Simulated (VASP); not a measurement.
A run of VASP 6.6.1 is set up as follows.

Contents of INCAR:

```
SYSTEM = Si2Sb2Te
PREC = Accurate ; ENCUT = 520
EDIFF = 1E-6 ; ISMEAR = 0
SIGMA = 0.1 ; LREAL = .FALSE.
LASPH = .TRUE. ; NELM = 120
ALGO = Normal ; ISIF = 3
LWAVE = .FALSE. ; LCHARG = .FALSE.
GGA = PE ; IBRION = 2
NSW = 90 ; EDIFFG = -0.01
KPAR = 4
```

KPOINTS

```
regular mesh
0
G
  8 8 8
  0 0 0
```

POSCAR

```
Si2Sb2Te
1.0
   -2.5450000000      2.5450000000      4.6640000000
    2.5450000000     -2.5450000000      4.6640000000
    2.5450000000      2.5450000000     -4.6640000000
Si Sb Te
2 2 1
Direct
    0.6300385900      0.6300385900      0.0000000000
    0.3699614100      0.3699614100      0.0000000000
    0.7500000000      0.2500000000      0.5000000000
    0.2500000000      0.7500000000      0.5000000000
    0.0000000000      0.0000000000      0.0000000000
```

Potentials or basis: VASP PAW PBE potentials, release 64 (Si, Sb, Te).

The run is started by

```sh
$ cat potpaw_PBE.64/Si/POTCAR potpaw_PBE.64/Sb/POTCAR potpaw_PBE.64/Te/POTCAR > POTCAR
$ mpirun -np 4 vasp_std > vasp.out
```

Task: Estimate the relaxed cell.

Result: a = 5.868 Å, b = 5.868 Å, c = 5.868 Å, α = 128.65°, β = 128.65°, γ = 75.57°.

Task: Predict the space group after relaxing (to 0.05 Å).

Result: I4/mmm (No. 139).

Task: What does it give for the band gap on the k mesh?

Result: None (metal or under the smearing width).

Step by step:
| step | energy change (eV) | largest force (eV/Å) | pressure (GPa) | volume (Å³) |
| --- | --- | --- | --- | --- |
| 1 | 0.0000 | 0.0185 | -0.48 | 120.84 |
| 2 | -0.0014 | 0.0203 | 0.19 | 119.57 |
| 3 | -0.0016 | 0.0199 | 0.03 | 119.86 |
| 4 | -0.0016 | 0.0200 | 0.03 | 119.88 |
| 5 | -0.0017 | 0.0186 | 0.01 | 119.89 |
| 6 | -0.0018 | 0.0170 | -0.01 | 119.91 |
| 7 | -0.0018 | 0.0174 | -0.01 | 119.91 |
| 8 | -0.0018 | 0.0044 | 0.00 | 119.89 |

The run has no spin-orbit coupling, so splittings on Sb, Te are missing.
